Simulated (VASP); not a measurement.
PbI2 (relaxed from the pyrite structure, space group Pa-3): computed properties

Computed with PBEsol GGA, VASP's PBE PAW potentials (set 64) (plane waves; VASP).

```yaml
space_group: Pa-3 (205)
cell: a = b = c = 7.847 Å, α = β = γ = 90.00°
volume_per_atom: 40.27 Å³/atom
band gap (over mesh and band path): 2.09 eV
smallest direct gap (over mesh and band path): 2.09 eV
band_edge_character: direct, Γ to Γ
density: 6.34 g/cm³
```

```
CELL_PARAMETERS angstrom
      7.84750     0.00000     0.00000
      0.00000     7.84750     0.00000
      0.00000     0.00000     7.84750
ATOMIC_POSITIONS crystal
  Pb 0.00000 0.00000 0.00000
  Pb 0.50000 0.50000 0.00000
  Pb 0.00000 0.50000 0.50000
  Pb 0.50000 0.00000 0.50000
  I  0.34808 0.34808 0.34808
  I  0.84808 0.15192 0.65192
  I  0.65192 0.84808 0.15192
  I  0.15192 0.65192 0.84808
  I  0.65192 0.65192 0.65192
  I  0.15192 0.84808 0.34808
  I  0.34808 0.15192 0.84808
  I  0.84808 0.34808 0.15192
```

Unless said otherwise, spin-orbit coupling is left out, though it shifts the bands of the heavy elements here.

The structure was generated: PbI2 was put into the pyrite type (Pa-3), which need not be its known phase. It was relaxed first, which changed the volume by +14 %. Symmetry was kept, so distortions that lower it aren't found.
